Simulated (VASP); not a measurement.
# LiRh: convergence with the SCF threshold and smearing, part 2 of 3

How sensitive are energy, pressure and forces of LiRh to the SCF threshold and smearing? The atoms are off their equilibrium sites, so that forces can be compared too. The series runs use LDA. The atoms of the start are displaced at random from the sites of a P-6m2 cell.

VASP 6.6.1; LDA; plane waves and PAW (Li_sv, Rh_pv).

Still holding for the runs below: The k-mesh is coarse for a metal.

So far. Step 7 (SCF threshold: EDIFF = 1E-08): Against the run before the energy stays within 0.01 meV an atom; the pressure moves by +0.03 GPa, after 14 cycles in 39 s.

## (9) Smearing: ISMEAR = -1, SIGMA = 0.01

This step: LDA; plane waves and PAW (Li_sv, Rh_pv) (VASP 6.6.1).

Smearing steadies the sum over the Fermi surface at the price of an entropy term.

INCAR reads:

```
SYSTEM = LiRh
PREC = Accurate
ENCUT = 650
EDIFF = 1E-06
NELM = 100
ISMEAR = -1
SIGMA = 0.01
LREAL = .FALSE.
ALGO = Normal
GGA = CA
NBANDS = 15
LORBIT = 11
LWAVE = .FALSE.
LCHARG = .FALSE.
KPAR = 2
ISIF = 2
```

POSCAR reads:

```
LiRh
1.0
    2.6523004602      0.0000000000      0.0000000000
   -1.3261502301      2.2969595770      0.0000000000
    0.0000000000      0.0000000000      4.3266044100
Li Rh
1 1
Direct
    0.0253420000      0.0124650000      0.4993830000
    0.6670610000      0.3275720000     -0.0083180000
```

KPOINTS reads:

```
Automatic mesh
0
Gamma
10 10 5
0 0 0
```

The projector-augmented-wave data sets are Li_sv and Rh_pv (PBE family, release 64).

Command:

```
mpirun -np 2 vasp_std
```

The log of the run:

```text
[... set-up lines as in an earlier step ...]
 entering main loop
       N       E                     dE             d eps       ncg     rms          rms(c)
DAV:   1     0.156909375242E+03    0.15691E+03   -0.12360E+04  7560   0.156E+03
DAV:   2    -0.688937748167E+01   -0.16380E+03   -0.15837E+03  8190   0.393E+02
DAV:   3    -0.119021292158E+02   -0.50128E+01   -0.49050E+01 13371   0.591E+01
DAV:   4    -0.120638347398E+02   -0.16171E+00   -0.16167E+00  8094   0.884E+00
DAV:   5    -0.120669391102E+02   -0.31044E-02   -0.31043E-02 10365   0.104E+00    0.101E+01
DAV:   6    -0.113014823587E+02    0.76546E+00   -0.53577E+00  9240   0.325E+01    0.329E+00
DAV:   7    -0.110492167011E+02    0.25227E+00   -0.64354E-01  9044   0.868E+00    0.125E+00
DAV:   8    -0.110361579014E+02    0.13059E-01   -0.12940E-02 10714   0.985E-01    0.509E-01
DAV:   9    -0.110340582632E+02    0.20996E-02   -0.33837E-03 11680   0.452E-01    0.924E-02
DAV:  10    -0.110340794424E+02   -0.21179E-04   -0.34371E-04  8610   0.139E-01    0.398E-02
DAV:  11    -0.110340889661E+02   -0.95237E-05   -0.40973E-05 10130   0.725E-02    0.920E-03
DAV:  12    -0.110340882169E+02    0.74916E-06   -0.36332E-06  9674   0.213E-02
   1 F= -.11034088E+02 E0= -.11033111E+02  d E =-.195443E-02
```

Elapsed: 35 s, on 2 MPI ranks of Intel Xeon Platinum 8259CL at 2.50GHz (Skylake/Cascade Lake), shared host; peak memory 0.46 GiB.

From OUTCAR (step 9):

```text
   NELECT =      18.0000    total number of electrons

 E-fermi :   6.3616

 k-point     1 :       0.0000    0.0000    0.0000
  band No.  band energies     occupation
    ...
      4     -37.7216      2.00000
      5       0.3917      2.00000
      6       2.7812      2.00000
      7       4.2459      2.00000
      8       4.2521      2.00000
      9       6.6356      0.00000
     10       6.6433      0.00000
     11       7.1089      0.00000
     12      14.0586      0.00000
     13      23.8459      0.00000
    ...

  Total       -1.2070455     -1.2212630     -0.5698626      0.0070477      0.0057257      0.0063752
  in kB      -73.3687211    -74.2329160    -34.6383701      0.4283859      0.3480302      0.3875057
  external PRESSURE =     -60.7466691 kB  Pullay stress =       0.0000000 kB

 POSITION                                       TOTAL-FORCE (eV/Angst)
 -----------------------------------------------------------------------------------
      0.05068      0.02863      2.16063        -0.031115     -0.027382     -0.133472
      1.33484      0.75242      4.29062         0.031115      0.027382      0.133472
 -----------------------------------------------------------------------------------
    total drift:                                0.000021      0.000125     -0.000236

  FREE ENERGIE OF THE ION-ELECTRON SYSTEM (eV)
  ---------------------------------------------------
  free  energy   TOTEN  =       -11.0340882169 eV

  energy  without entropy=      -11.0321337863  energy(sigma->0) =      -11.03311100

[... 8 parts as in an earlier step ...]

[... 9 further parts left out ...]
```

Numbers from this step:

- SCF cycles: 12
- free energy (TOTEN): -11.03 eV
- energy at zero smearing: -11.03 eV
- Fermi energy: 6.362 eV
- pressure: -6.075 GPa

The series starts at -5.5166 eV an atom and -6.07 GPa, after 12 cycles in 35 s. The entropy term T·S comes to 0.98 meV an atom in size.

## (10) Smearing: ISMEAR = -1, SIGMA = 0.05

INCAR: that of step 9 with these lines changed.

```diff
@@ -6,3 +6,3 @@
 ISMEAR = -1
-SIGMA = 0.01
+SIGMA = 0.05
 LREAL = .FALSE.
```

POSCAR is that of step 9.

KPOINTS is that of step 9.

Command:

```
mpirun -np 2 vasp_std
```

The log of the run:

```text
[... set-up lines as in an earlier step ...]
 entering main loop
       N       E                     dE             d eps       ncg     rms          rms(c)
[... 12 cycles as in an earlier step ...]
   1 F= -.11050419E+02 E0= -.11037023E+02  d E =-.267932E-01
```

It took 34 s on 2 MPI ranks; peak memory 0.46 GiB.

From OUTCAR (step 10):

```text
[... 6 parts as in an earlier step ...]

[... 1 further part left out ...]
[key lines of the parts left out:]
E-fermi :   6.3663
```

Against the run before the energy at zero width moves by -1.96 meV an atom and the pressure by -0.01 GPa, after 12 cycles in 34 s. The entropy term T·S comes to 13.40 meV an atom in size.

## (11) Smearing: ISMEAR = -1, SIGMA = 0.1

INCAR: that of step 10 with these lines changed.

```diff
@@ -6,3 +6,3 @@
 ISMEAR = -1
-SIGMA = 0.05
+SIGMA = 0.1
 LREAL = .FALSE.
```

POSCAR is that of step 10.

KPOINTS is that of step 10.

Command:

```
mpirun -np 2 vasp_std
```

The log of the run:

```text
[... set-up lines as in an earlier step ...]
 entering main loop
       N       E                     dE             d eps       ncg     rms          rms(c)
DAV:   1     0.156896542349E+03    0.15690E+03   -0.12360E+04  7560   0.156E+03
DAV:   2    -0.691752898774E+01   -0.16381E+03   -0.15837E+03  8190   0.393E+02
DAV:   3    -0.119252583473E+02   -0.50077E+01   -0.48996E+01 13371   0.591E+01
DAV:   4    -0.120869666324E+02   -0.16171E+00   -0.16166E+00  8094   0.884E+00
[...]
DAV:  10    -0.110823295747E+02   -0.11548E-05   -0.16941E-04  9742   0.137E-01    0.303E-02
DAV:  11    -0.110823384727E+02   -0.88980E-05   -0.31842E-05  8970   0.460E-02    0.663E-03
DAV:  12    -0.110823380921E+02    0.38058E-06   -0.11564E-06  8123   0.113E-02
   1 F= -.11082338E+02 E0= -.11045624E+02  d E =-.734278E-01
```

Wall time 37 s (2 MPI ranks); peak memory 0.46 GiB; 70 s of CPU time.

Parts of OUTCAR (step 11):

```text
  Total       -1.1214375     -1.2082377     -0.5899987      0.0422682      0.0060008      0.0066344
  in kB      -68.1651487    -73.4411915    -35.8623201      2.5692158      0.3647529      0.4032637
  external PRESSURE =     -59.1562201 kB  Pullay stress =       0.0000000 kB

 POSITION                                       TOTAL-FORCE (eV/Angst)
 -----------------------------------------------------------------------------------
      0.05068      0.02863      2.16063        -0.034019     -0.030498     -0.133316
      1.33484      0.75242      4.29062         0.034019      0.030498      0.133316
 -----------------------------------------------------------------------------------
    total drift:                                0.000010      0.000123     -0.000203

  FREE ENERGIE OF THE ION-ELECTRON SYSTEM (eV)
  ---------------------------------------------------
  free  energy   TOTEN  =       -11.0823380921 eV

  energy  without entropy=      -11.0089103177  energy(sigma->0) =      -11.04562420

[... 2 parts as in an earlier step ...]

[... 1 further part left out ...]
[key lines of the parts left out:]
E-fermi :   6.3706
```

Against the run before the energy at zero width moves by -4.30 meV an atom and the pressure by +0.16 GPa, after 12 cycles in 37 s. The entropy term T·S comes to 36.71 meV an atom in size.

## (12) Smearing: ISMEAR = -1, SIGMA = 0.2

INCAR: that of step 11 with these lines changed.

```diff
@@ -6,3 +6,3 @@
 ISMEAR = -1
-SIGMA = 0.1
+SIGMA = 0.2
 LREAL = .FALSE.
```

POSCAR is that of step 11.

KPOINTS is that of step 11.

Command:

```
mpirun -np 2 vasp_std
```

The log of the run:

```text
[... set-up lines as in an earlier step ...]
 entering main loop
       N       E                     dE             d eps       ncg     rms          rms(c)
DAV:   1     0.156855956138E+03    0.15686E+03   -0.12360E+04  7560   0.156E+03
DAV:   2    -0.699860352586E+01   -0.16385E+03   -0.15835E+03  8190   0.393E+02
DAV:   3    -0.120068284058E+02   -0.50082E+01   -0.48989E+01 13371   0.591E+01
DAV:   4    -0.121687138929E+02   -0.16189E+00   -0.16181E+00  8094   0.885E+00
[...]
DAV:  10    -0.111728326006E+02    0.28020E-05   -0.16826E-04  9855   0.131E-01    0.267E-02
DAV:  11    -0.111728397183E+02   -0.71177E-05   -0.22013E-05  9444   0.395E-02    0.715E-03
DAV:  12    -0.111728392528E+02    0.46550E-06   -0.12343E-06  7773   0.117E-02
   1 F= -.11172839E+02 E0= -.11065660E+02  d E =-.214359E+00
```

Wall time 34 s (2 MPI ranks); peak memory 0.46 GiB; 66 s of CPU time.

From OUTCAR (step 12):

```text
  Total       -1.0190642     -1.1125760     -0.5662097      0.0455523      0.0059390      0.0065681
  in kB      -61.9425182    -67.6265140    -34.4163376      2.7688399      0.3609942      0.3992328
  external PRESSURE =     -54.6617899 kB  Pullay stress =       0.0000000 kB

 POSITION                                       TOTAL-FORCE (eV/Angst)
 -----------------------------------------------------------------------------------
      0.05068      0.02863      2.16063        -0.034050     -0.030529     -0.134400
      1.33484      0.75242      4.29062         0.034050      0.030529      0.134400
 -----------------------------------------------------------------------------------
    total drift:                                0.000003      0.000115     -0.000233

  FREE ENERGIE OF THE ION-ELECTRON SYSTEM (eV)
  ---------------------------------------------------
  free  energy   TOTEN  =       -11.1728392528 eV

  energy  without entropy=      -10.9584806934  energy(sigma->0) =      -11.06565997

[... 2 parts as in an earlier step ...]

[... 1 further part left out ...]
[key lines of the parts left out:]
E-fermi :   6.4008
```

Against the run before the energy at zero width moves by -10.02 meV an atom and the pressure by +0.45 GPa, after 12 cycles in 34 s. The entropy term T·S comes to 107.18 meV an atom in size.

## (13) Smearing: ISMEAR = -1, SIGMA = 0.5

INCAR: that of step 12 with these lines changed.

```diff
@@ -6,3 +6,3 @@
 ISMEAR = -1
-SIGMA = 0.2
+SIGMA = 0.5
 LREAL = .FALSE.
```

POSCAR is that of step 12.

KPOINTS is that of step 12.

Command:

```
mpirun -np 2 vasp_std
```

The log of the run:

```text
[... set-up lines as in an earlier step ...]
 entering main loop
       N       E                     dE             d eps       ncg     rms          rms(c)
DAV:   1     0.156554801479E+03    0.15655E+03   -0.12360E+04  7560   0.156E+03
DAV:   2    -0.748635498084E+01   -0.16404E+03   -0.15840E+03  8190   0.393E+02
DAV:   3    -0.125244826969E+02   -0.50381E+01   -0.49295E+01 13371   0.592E+01
DAV:   4    -0.126873791764E+02   -0.16290E+00   -0.16279E+00  8094   0.889E+00
[...]
DAV:  10    -0.116615204502E+02   -0.12633E-04   -0.20969E-04  9149   0.155E-01    0.205E-02
DAV:  11    -0.116615231968E+02   -0.27466E-05   -0.14961E-05 10677   0.362E-02    0.611E-03
DAV:  12    -0.116615226464E+02    0.55045E-06   -0.92090E-07  6769   0.862E-03
   1 F= -.11661523E+02 E0= -.11105511E+02  d E =-.111202E+01
```

The job ended after 37 s (2 MPI ranks; peak memory 0.46 GiB; 71 s of CPU time).

Parts of OUTCAR (step 13):

```text
  Total       -0.3854872     -0.4919754     -0.2651164      0.0518509      0.0058689      0.0064949
  in kB      -23.4313474    -29.9040982    -16.1147637      3.1516906      0.3567345      0.3947820
  external PRESSURE =     -23.1500698 kB  Pullay stress =       0.0000000 kB

 POSITION                                       TOTAL-FORCE (eV/Angst)
 -----------------------------------------------------------------------------------
      0.05068      0.02863      2.16063        -0.034813     -0.031137     -0.138734
      1.33484      0.75242      4.29062         0.034813      0.031137      0.138734
 -----------------------------------------------------------------------------------
    total drift:                               -0.000004      0.000107     -0.000441

  FREE ENERGIE OF THE ION-ELECTRON SYSTEM (eV)
  ---------------------------------------------------
  free  energy   TOTEN  =       -11.6615226464 eV

  energy  without entropy=      -10.5495003489  energy(sigma->0) =      -11.10551150

[... 2 parts as in an earlier step ...]

[... 1 further part left out ...]
[key lines of the parts left out:]
E-fermi :   6.5676
```

Against the run before the energy at zero width moves by -19.93 meV an atom and the pressure by +3.15 GPa, after 12 cycles in 37 s. The entropy term T·S comes to 556.01 meV an atom in size.

## (14) Smearing: ISMEAR = 1, SIGMA = 0.01

INCAR: that of step 13 with these lines changed.

```diff
@@ -5,4 +5,4 @@
 NELM = 100
-ISMEAR = -1
-SIGMA = 0.5
+ISMEAR = 1
+SIGMA = 0.01
 LREAL = .FALSE.
```

POSCAR is that of step 13.

KPOINTS is that of step 13.

Command:

```
mpirun -np 2 vasp_std
```

The log of the run:

```text
[... set-up lines as in an earlier step ...]
 entering main loop
       N       E                     dE             d eps       ncg     rms          rms(c)
DAV:   1     0.156909555114E+03    0.15691E+03   -0.12360E+04  7560   0.156E+03
DAV:   2    -0.688909617327E+01   -0.16380E+03   -0.15837E+03  8190   0.393E+02
DAV:   3    -0.119017142185E+02   -0.50126E+01   -0.49050E+01 13371   0.591E+01
DAV:   4    -0.120634174506E+02   -0.16170E+00   -0.16166E+00  8094   0.884E+00
[...]
DAV:  11    -0.110330692285E+02   -0.84107E-05   -0.69595E-05  9975   0.920E-02    0.324E-02
DAV:  12    -0.110330608389E+02    0.83896E-05   -0.72281E-06  9350   0.270E-02    0.452E-03
DAV:  13    -0.110330598422E+02    0.99669E-06   -0.34554E-07  4641   0.604E-03
   1 F= -.11033060E+02 E0= -.11033039E+02  d E =-.629801E-04
```

Wall time 39 s (2 MPI ranks); peak memory 0.46 GiB.

From OUTCAR (step 14):

```text
  Total       -1.2423054     -1.2240511     -0.5809636      0.0308482      0.0053290      0.0060521
  in kB      -75.5119520    -74.4023880    -35.3131351      1.8750684      0.3239165      0.3678669
  external PRESSURE =     -61.7424917 kB  Pullay stress =       0.0000000 kB

 POSITION                                       TOTAL-FORCE (eV/Angst)
 -----------------------------------------------------------------------------------
      0.05068      0.02863      2.16063        -0.032927     -0.026014     -0.133512
      1.33484      0.75242      4.29062         0.032927      0.026014      0.133512
 -----------------------------------------------------------------------------------
    total drift:                                0.000010      0.000126     -0.000226

  FREE ENERGIE OF THE ION-ELECTRON SYSTEM (eV)
  ---------------------------------------------------
  free  energy   TOTEN  =       -11.0330598422 eV

  energy  without entropy=      -11.0329968621  energy(sigma->0) =      -11.03303885

[... 2 parts as in an earlier step ...]

[... 1 further part left out ...]
[key lines of the parts left out:]
E-fermi :   6.3609
```

Against the first of the series the energy at zero width moves by +0.04 meV an atom and the pressure by -0.10 GPa, after 13 cycles in 39 s. The entropy term T·S comes to 0.03 meV an atom in size.

## (15) Smearing: ISMEAR = 1, SIGMA = 0.05

INCAR: that of step 14 with these lines changed.

```diff
@@ -6,3 +6,3 @@
 ISMEAR = 1
-SIGMA = 0.01
+SIGMA = 0.05
 LREAL = .FALSE.
```

POSCAR is that of step 14.

KPOINTS is that of step 14.

Command:

```
mpirun -np 2 vasp_std
```

The log of the run:

```text
[... set-up lines as in an earlier step ...]
 entering main loop
       N       E                     dE             d eps       ncg     rms          rms(c)
DAV:   1     0.156909499257E+03    0.15691E+03   -0.12360E+04  7560   0.156E+03
DAV:   2    -0.688906931164E+01   -0.16380E+03   -0.15837E+03  8190   0.393E+02
DAV:   3    -0.119019347822E+02   -0.50129E+01   -0.49052E+01 13371   0.591E+01
DAV:   4    -0.120636407951E+02   -0.16171E+00   -0.16167E+00  8094   0.884E+00
[...]
DAV:  10    -0.110333187475E+02   -0.23522E-04   -0.27808E-04  8911   0.129E-01    0.412E-02
DAV:  11    -0.110333290991E+02   -0.10352E-04   -0.39511E-05 10552   0.690E-02    0.736E-03
DAV:  12    -0.110333288981E+02    0.20106E-06   -0.31071E-06  8795   0.200E-02
   1 F= -.11033329E+02 E0= -.11032982E+02  d E =-.104171E-02
```

Elapsed: 33 s, on 2 MPI ranks; peak memory 0.47 GiB; 64 s of CPU time.

From OUTCAR (step 15):

```text
  Total       -1.2107227     -1.2250535     -0.5623213      0.0034672      0.0057698      0.0064235
  in kB      -73.5922348    -74.4633170    -34.1799814      0.2107480      0.3507130      0.3904453
  external PRESSURE =     -60.7451777 kB  Pullay stress =       0.0000000 kB

 POSITION                                       TOTAL-FORCE (eV/Angst)
 -----------------------------------------------------------------------------------
      0.05068      0.02863      2.16063        -0.030848     -0.027340     -0.133498
      1.33484      0.75242      4.29062         0.030848      0.027340      0.133498
 -----------------------------------------------------------------------------------
    total drift:                                0.000006      0.000118     -0.000217

  FREE ENERGIE OF THE ION-ELECTRON SYSTEM (eV)
  ---------------------------------------------------
  free  energy   TOTEN  =       -11.0333288981 eV

  energy  without entropy=      -11.0322871921  energy(sigma->0) =      -11.03298166

[... 2 parts as in an earlier step ...]

[... 1 further part left out ...]
[key lines of the parts left out:]
E-fermi :   6.3609
```

Against the run before the energy at zero width moves by +0.03 meV an atom and the pressure by +0.10 GPa, after 12 cycles in 33 s. The entropy term T·S comes to 0.52 meV an atom in size.

## (16) Smearing: ISMEAR = 1, SIGMA = 0.1

INCAR: that of step 15 with these lines changed.

```diff
@@ -6,3 +6,3 @@
 ISMEAR = 1
-SIGMA = 0.05
+SIGMA = 0.1
 LREAL = .FALSE.
```

POSCAR is that of step 15.

KPOINTS is that of step 15.

Command:

```
mpirun -np 2 vasp_std
```

The log of the run:

```text
[... set-up lines as in an earlier step ...]
 entering main loop
       N       E                     dE             d eps       ncg     rms          rms(c)
DAV:   1     0.156909368301E+03    0.15691E+03   -0.12360E+04  7560   0.156E+03
DAV:   2    -0.688913238190E+01   -0.16380E+03   -0.15838E+03  8190   0.393E+02
DAV:   3    -0.119022782409E+02   -0.50131E+01   -0.49063E+01 13371   0.592E+01
DAV:   4    -0.120639816844E+02   -0.16170E+00   -0.16166E+00  8094   0.884E+00
[...]
DAV:  10    -0.110354562404E+02   -0.17629E-04   -0.28310E-04  9296   0.187E-01    0.363E-02
DAV:  11    -0.110354601575E+02   -0.39170E-05   -0.41998E-05  8949   0.549E-02    0.643E-03
DAV:  12    -0.110354596024E+02    0.55509E-06   -0.19254E-06  8406   0.133E-02
   1 F= -.11035460E+02 E0= -.11033482E+02  d E =-.593372E-02
```

Wall time 33 s (2 MPI ranks); peak memory 0.47 GiB; 64 s of CPU time.

From OUTCAR (step 16):

```text
  Total       -1.2055883     -1.2514074     -0.5856112      0.0217120      0.0059478      0.0066035
  in kB      -73.2801502    -76.0652065    -35.5956322      1.3197361      0.3615314      0.4013873
  external PRESSURE =     -61.6469963 kB  Pullay stress =       0.0000000 kB

 POSITION                                       TOTAL-FORCE (eV/Angst)
 -----------------------------------------------------------------------------------
      0.05068      0.02863      2.16063        -0.032270     -0.028606     -0.133379
      1.33484      0.75242      4.29062         0.032270      0.028606      0.133379
 -----------------------------------------------------------------------------------
    total drift:                                0.000023      0.000137     -0.000353

  FREE ENERGIE OF THE ION-ELECTRON SYSTEM (eV)
  ---------------------------------------------------
  free  energy   TOTEN  =       -11.0354596024 eV

  energy  without entropy=      -11.0295258786  energy(sigma->0) =      -11.03348169

[... 2 parts as in an earlier step ...]

[... 1 further part left out ...]
[key lines of the parts left out:]
E-fermi :   6.3661
```

Against the run before the energy at zero width moves by -0.25 meV an atom and the pressure by -0.09 GPa, after 12 cycles in 33 s. The entropy term T·S comes to 2.97 meV an atom in size.

(Continued in part 3 of 3.)

[Lines on the potential files, build, host, timing and source positions are cut from VASP's logs without a mark.]

[Logs are printed without paths, hosts, clocks, repeated set-up lines and the standing remarks that a program may print on its own settings, such as how far it seeks lower states.]

[Hosts, paths, dates, database ids (printed as entryN), source tags and the programs' standing remarks are cut or masked in the printed files.]

[A measured line is paired with the nearest computed mode of its activity, which favours agreement.]
